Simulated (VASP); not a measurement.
Here is the system:

```
GaN
1.0
    0.00000     2.30520     2.30520
    2.30520     0.00000     2.30520
    2.30520     2.30520     0.00000
Ga N
1 1
Direct
  0.00000   0.00000   0.00000
  0.25000   0.25000   0.25000
```

Calculation: PBE GGA, VASP's PBE PAW potentials (set 64) (plane waves; VASP 6.6.1). Numerical set-up: 520 eV cut-off, 8×8×8 Γ-centred mesh, Gaussian smearing of 0.050 eV, potentials Ga_d N.

Question: Give the stress tensor in GPa (positive for a compressed cell).

Answer: 
```
-6.23   0.00   0.00
 0.00  -6.23   0.00
 0.00   0.00  -6.23
```
The pressure is its mean diagonal, -6.23 GPa.

The compound is GaN in the zinc blende structure, a metastable form; wurtzite is the usual one. The cell was not relaxed at this level.
